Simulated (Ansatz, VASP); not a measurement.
**Two plane-wave programs on Sc2GaP3**

```xyz
6
Lattice="4.1243 0.0000 0.0000 -2.0621 3.5717 0.0000 0.0000 0.0000 7.1100" Properties=species:S:1:pos:R:3 pbc="T T T"
Sc    0.0000    2.3812    1.9677
Sc    0.0000    2.3812    5.1424
Ga    2.0621    1.1906    0.0000
P     2.0621    1.1906    3.5550
P     0.0000    0.0000    0.0000
P     0.0000    0.0000    3.5550
```

Change from the starting cell: species swapped into the Gd2CoNi3 type (P-6m2, No. 187).

Alike in both runs: functional PBE; k mesh 6 × 6 × 4; occupations gaussian, width 0.1 eV; no spin polarisation.

Ansatz relaxed the structure, and its values are those at the end. VASP's run is a single point on that final structure, the one shown.

|  | VASP | Ansatz |
| --- | --- | --- |
| version | VASP 6.6.1 | Ansatz 0.2.0 |
| potentials or method | VASP PAW PBE potentials, release 64 (Sc_sv, Ga_d, P) | scalar-relativistic, plane waves, PAW |
| plane-wave cutoff (eV) | 520 | 420 |
| valence electrons in the cell | 50 | 50 |

Ansatz gave:

- gap on the k mesh at the Fermi level (eV): none
- pressure (GPa): 0.4
- rms of the force components (eV/Å): 0.005

Q: Which values does VASP return?

A: gap on the k mesh at the Fermi level (eV): none; pressure (GPa): 0.4; rms of the force components (eV/Å): 0.002.

A gap of «none» marks a metal or a gap that the smearing closes.
